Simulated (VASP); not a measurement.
Here is the system:

```xyz
3
Lattice="0.0000 2.7464 2.7464 2.7464 0.0000 2.7464 2.7464 2.7464 0.0000" Properties=species:S:1:pos:R:3 pbc="T T T"
Cd     2.7464     2.7464     0.0000
F      1.3732     1.3732     1.3732
F      4.1196     4.1196     4.1196
```

Calculation: PBE GGA, VASP's PBE PAW potentials (set 64) (plane waves; VASP). Numerical set-up: 520 eV cut-off, 6×6×6 Γ-centred mesh, Gaussian smearing of 0.050 eV, potentials Cd F.

**Question.** Predict the energy per atom (σ→0).

**Answer.** 
```json
{
  "energy per atom (σ→0)": "-3.635 eV/atom"
}
```

The absolute energy has meaning only against runs of the same code, potentials and settings.

The compound is CdF2 in the fluorite structure. It was relaxed first, which changed the volume by +6 %.
